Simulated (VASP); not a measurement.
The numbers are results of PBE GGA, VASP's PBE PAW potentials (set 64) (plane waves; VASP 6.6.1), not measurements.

The input files of a VASP run:

File POSCAR:
```
Ni3Al
1.0
  3.5669017092   0.0000000000   0.0000000000
  0.0000000000   3.5669017092   0.0000000000
  0.0000000000   0.0000000000   3.5669017092
Al Ni
1 3
direct
  0.0000000000   0.0000000000   0.0000000000
  0.0000000000   0.5000000000   0.5000000000
  0.5000000000   0.0000000000   0.5000000000
  0.5000000000   0.5000000000   0.0000000000
```

File KPOINTS:
```
kpoints
0
Gamma
12 12 12
0 0 0
```

**INCAR**
```
SYSTEM = Ni3Al
PREC = Normal; ENCUT = 400; LREAL = F
LASPH = T
EDIFF = 1E-5; NELM = 100; NELMIN = 4
ALGO = Fast; LMAXMIX = 4
ISMEAR = 1; SIGMA = 0.1
GGA = PE
MAGMOM = 0.0 3*0.5
ISPIN = 2
IBRION = 2; NSW = 20; ISIF = 2
EDIFFG = -0.03
LWAVE = F; LCHARG = F; LORBIT = 10
```

POTCAR, in this order: Al Ni (PBE.64 set). Program: vasp_std.

Output of the run:

**OSZICAR**
```
       N       E                     dE             d eps       ncg     rms          rms(c)
DAV:   1     0.168035092194E+03    0.16804E+03   -0.12262E+04  7176   0.164E+03
DAV:   2    -0.179908739703E+02   -0.18603E+03   -0.17797E+03  7076   0.326E+02
DAV:   3    -0.259174818836E+02   -0.79266E+01   -0.74603E+01  7860   0.930E+01
DAV:   4    -0.260543487135E+02   -0.13687E+00   -0.13642E+00  8277   0.109E+01
DAV:   5    -0.260591090395E+02   -0.47603E-02   -0.47597E-02  8424   0.192E+00    0.195E+01
RMM:   6    -0.268141618528E+02   -0.75505E+00   -0.63585E+01  7056   0.104E+02    0.225E+01
RMM:   7    -0.219245301359E+02    0.48896E+01   -0.19482E+01  7056   0.624E+01    0.262E+00
RMM:   8    -0.219097979383E+02    0.14732E-01   -0.14873E-01  7067   0.336E+00    0.135E+00
RMM:   9    -0.218985108533E+02    0.11287E-01   -0.71059E-02  7094   0.247E+00    0.501E-01
RMM:  10    -0.219001859683E+02   -0.16751E-02   -0.14094E-02  7282   0.955E-01    0.191E-01
RMM:  11    -0.219003901081E+02   -0.20414E-03   -0.31251E-03  7750   0.407E-01    0.109E-01
RMM:  12    -0.219004174283E+02   -0.27320E-04   -0.71196E-04  7478   0.289E-01    0.662E-02
RMM:  13    -0.219004214958E+02   -0.40675E-05   -0.30328E-04  7737   0.138E-01    0.271E-02
RMM:  14    -0.219004293039E+02   -0.78081E-05   -0.62788E-05  5543   0.624E-02
   1 F= -.21900429E+02 E0= -.21900721E+02  d E =-.219004E+02  mag=     0.7307
```

File OUTCAR:
```
------------------------ aborting loop because EDIFF is reached ----------------------------------------
  FORCE on cell =-STRESS in cart. coord.  units (eV):
  Direction    XX          YY          ZZ          XY          YZ          ZX
  --------------------------------------------------------------------------------------
  Total       -0.0673546     -0.0673546     -0.0673546      0.0000000     -0.0000000      0.0000000
  in kB       -2.3779598     -2.3779598     -2.3779598      0.0000000     -0.0000000      0.0000000
  external PRESSURE =      -2.3779598 kB  Pullay stress =       0.0000000 kB
  volume of cell :       45.38
      direct lattice vectors                 reciprocal lattice vectors
     3.566901709  0.000000000  0.000000000     0.280355356  0.000000000  0.000000000
     0.000000000  3.566901709  0.000000000     0.000000000  0.280355356  0.000000000
     0.000000000  0.000000000  3.566901709     0.000000000  0.000000000  0.280355356
 POSITION                                       TOTAL-FORCE (eV/Angst)
 -----------------------------------------------------------------------------------
      0.00000      0.00000      0.00000         0.000000      0.000000      0.000000
      0.00000      1.78345      1.78345         0.000000      0.000000      0.000000
      1.78345      0.00000      1.78345         0.000000      0.000000      0.000000
      1.78345      1.78345      0.00000         0.000000      0.000000      0.000000
 -----------------------------------------------------------------------------------
    total drift:                                0.000000      0.000000      0.000000
  FREE ENERGIE OF THE ION-ELECTRON SYSTEM (eV)
  ---------------------------------------------------
  free  energy   TOTEN  =       -21.9004293039 eV

  energy  without entropy=      -21.9013031756  energy(sigma->0) =      -21.90072059

 total charge

# of ion       s       p       d       tot
------------------------------------------
    1        0.408   0.390   0.000   0.798
    2        0.491   0.512   8.374   9.377
    3        0.491   0.512   8.374   9.377
    4        0.491   0.512   8.374   9.377
--------------------------------------------------
tot          1.881   1.927  25.121  28.928

 magnetization (x)

# of ion       s       p       d       tot
------------------------------------------
    1       -0.001  -0.008   0.000  -0.009
    2       -0.003  -0.011   0.277   0.263
    3       -0.003  -0.011   0.277   0.263
    4       -0.003  -0.011   0.277   0.263
--------------------------------------------------
tot         -0.011  -0.040   0.830   0.779

 reached required accuracy - stopping structural energy minimisation
```
(Selected blocks of OUTCAR.)

The compound is Ni3Al in the L1_2 structure. It was relaxed first.
